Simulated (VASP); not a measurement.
An input for Quantum ESPRESSO's pw.x (written as the equivalent of a VASP run, and not itself run):

```
&CONTROL
  calculation = 'scf'
  pseudo_dir = './pseudo'
  outdir = './out'
  tprnfor = .true.
  tstress = .true.
/
&SYSTEM
  ibrav = 0
  nat = 3
  ntyp = 2
  ecutwfc = 80
  occupations = 'smearing'
  smearing = 'gaussian'
  degauss = 0.00735
  input_dft = 'pbesol'
/
&ELECTRONS
  conv_thr = 7.3e-08
  electron_maxstep = 100
/
ATOMIC_SPECIES
  Si 28.085 Si.upf
  Mo 95.950 Mo.upf
CELL_PARAMETERS angstrom
    -1.6050000    1.6050000    3.9250000
     1.6050000   -1.6050000    3.9250000
     1.6050000    1.6050000   -3.9250000
ATOMIC_POSITIONS crystal
  Si   0.6651850  0.6665610  0.0107530
  Si   0.3222030  0.3409010 -0.0171110
  Mo   0.0126120 -0.0074610  0.0063570
K_POINTS automatic
  7 7 8 0 0 0
```

**Question.** Write the VASP files for the same calculation (PBEsol).

**Answer.** This is not unique; one that fits is 
POSCAR:
```
MoSi2
1
   -1.6050000000     1.6050000000     3.9250000000
    1.6050000000    -1.6050000000     3.9250000000
    1.6050000000     1.6050000000    -3.9250000000
Si Mo
2 1
Direct
  0.6651850000   0.6665610000   0.0107530000
  0.3222030000   0.3409010000  -0.0171110000
  0.0126120000  -0.0074610000   0.0063570000
```

INCAR:
```
SYSTEM = MoSi2
PREC = Accurate
ENCUT = 300
EDIFF = 1E-6
NELM = 100
ALGO = Normal
LREAL = .FALSE.
LASPH = .TRUE.
ISMEAR = 0
SIGMA = 0.1
GGA = PS
LMAXMIX = 4
LWAVE = .FALSE.
LCHARG = .FALSE.
ISIF = 2
```

### KPOINTS
```
Automatic mesh
0
Gamma
7 7 8
0 0 0
```

POTCAR, in this order: Si Mo_sv (PBE.64 set). Program: vasp_std.

What does not carry over: the potentials are each code's own (VASP's PAW set, PseudoDojo norm-conserving files in pw.x), so ENCUT and ecutwfc are chosen apart and not converted; conv_thr bounds pw.x's estimated SCF error, while EDIFF bounds the energy change between steps.

The structure is a typed MoSi2 crystal. The cell was not relaxed at this level, atoms are displaced from their ideal sites. The k-mesh is coarse (spacing up to 0.35 per Å, 2π included), so the numbers may not be converged in it.
